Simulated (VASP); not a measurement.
Crystal: KMgF3.

```
K Mg F
1.0
     3.97847    0.00000    0.00000
     0.00000    3.97847    0.00000
     0.00000    0.00000    3.97847
K Mg F
1 1 3
Direct
  0.50000 0.50000 0.50000
  0.00000 0.00000 0.00000
  0.00000 0.50000 0.00000
  0.00000 0.00000 0.50000
  0.50000 0.00000 0.00000
```

The cell is a database's computed one.

- Program: VASP 6.6.1
- Task: relaxation of cell and atoms
- Functional: PBE
- Potentials or basis: VASP PAW PBE potentials, release 64 (K_sv, Mg, F)
- Cutoff: 600 eV
- k mesh: 6 × 6 × 6
- Occupations: gaussian, width 0.02 eV
- Spin: no spin polarisation

At the start: pressure 3.7 GPa; volume 12.59 Å³/atom.

**Question.** How do energy, volume and symmetry change on relaxing?

**Answer.** Over 4 steps the energy falls by 7.1 meV/atom and the volume is 13.24 Å³/atom (+5.1 %); space group Pm-3m (No. 221, to 0.05 Å).

The path:
```tsv
step	energy change (eV)	largest force (eV/Å)	pressure (GPa)	volume (Å³)
1	0.0000	0.0000	3.74	62.97
2	-0.0346	0.0000	0.54	65.69
3	-0.0354	0.0000	-0.10	66.28
4	-0.0354	0.0000	-0.01	66.18
```

Final structure:
```
K Mg F
1.0
     4.04496    0.00000    0.00000
     0.00000    4.04496    0.00000
     0.00000    0.00000    4.04496
K Mg F
1 1 3
Direct
  0.50000 0.50000 0.50000
  0.00000 0.00000 0.00000
  0.00000 0.50000 0.00000
  0.00000 0.00000 0.50000
  0.50000 0.00000 0.00000
```
